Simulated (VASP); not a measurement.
Consider the following.

```
CELL_PARAMETERS angstrom
      3.47085     0.00000     0.00000
      0.00000     3.47085     0.00000
      0.00000     0.00000     3.47085
ATOMIC_POSITIONS crystal
  Si 0.00000 0.00000 0.00000
  Ni 0.00000 0.50000 0.50000
  Ni 0.50000 0.00000 0.50000
  Ni 0.50000 0.50000 0.00000
```

The numbers are results of PBE GGA with D4 dispersion, VASP's PBE PAW potentials (set 64) (plane waves; VASP), not measurements. Settings: 520 eV cut-off, 10×10×10 Γ-centred mesh, tetrahedra with Blöchl corrections, potentials Si Ni.

The cores are frozen, which limits the accuracy of field gradients.

**Question.** Give the principal components of the electric field gradient (V/Å²) and the asymmetry η at each nucleus.

**Answer.** 
```
atom   Vxx   Vyy    Vzz     η
----  ----  ----  -----  ----
Si1    0.0   0.0    0.0     -
Ni2   22.4  22.4  -44.9  0.00
Ni3   22.4  22.4  -44.9  0.00
Ni4   22.4  22.4  -44.9  0.00
```

The compound is Ni3Si in the L1_2 structure. It was relaxed first. The run is not spin-polarised, so no magnetic state was tried.
